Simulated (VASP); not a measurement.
A convergence study with VASP on AlAs (zinc blende): one setting is varied, all else stays as given below, so the limit is that of these other settings. Each run relaxes cell and ions from the cell shown. The basis is that of the starting cell, so low cut-offs carry a Pulay error.

```yaml
crystal:
  lattice:
    - [0.00000, 2.83000, 2.83000]
    - [2.83000, 0.00000, 2.83000]
    - [2.83000, 2.83000, 0.00000]
  atoms:
    - { symbol: Al, position: [0.00000, 0.00000, 0.00000] }
    - { symbol: As, position: [0.25000, 0.25000, 0.25000] }
```

These are PBE GGA, VASP's PBE PAW potentials (set 64) (plane waves; VASP) values and carry that method's errors. The tightest run used: 700 eV cut-off, 7×7×7 Γ-centred mesh, Gaussian smearing of 0.050 eV, potentials Al As.

Gaps are read on the run's mesh, which can miss a band edge.

```
setting      relaxed volume (Å³/atom)  E (eV/atom)  gap on the mesh (eV)  plane waves
-----------  ------------------------  -----------  --------------------  -----------
ENCUT = 150                    23.246      -4.6664                 1.555          196
ENCUT = 200                    23.462      -4.6805                 1.584          301
ENCUT = 250                    23.528      -4.6881                 1.597          418
```

Task: These are the cheaper rows. Estimate the results at ENCUT = 700, and how far the last row shown lies from them.

Result: 
```
quantity                  tightest run  last row shown is off by
------------------------  ------------  ------------------------
relaxed volume (Å³/atom)        23.549                    -0.021
E (eV/atom)                    -4.6928                    0.0047
gap on the mesh (eV)             1.599                    -0.002
```

Left out are rungs that failed or repeat a setting and relaxations that didn't move; long series are thinned to 24 rows.

The compound is AlAs in the zinc blende structure.
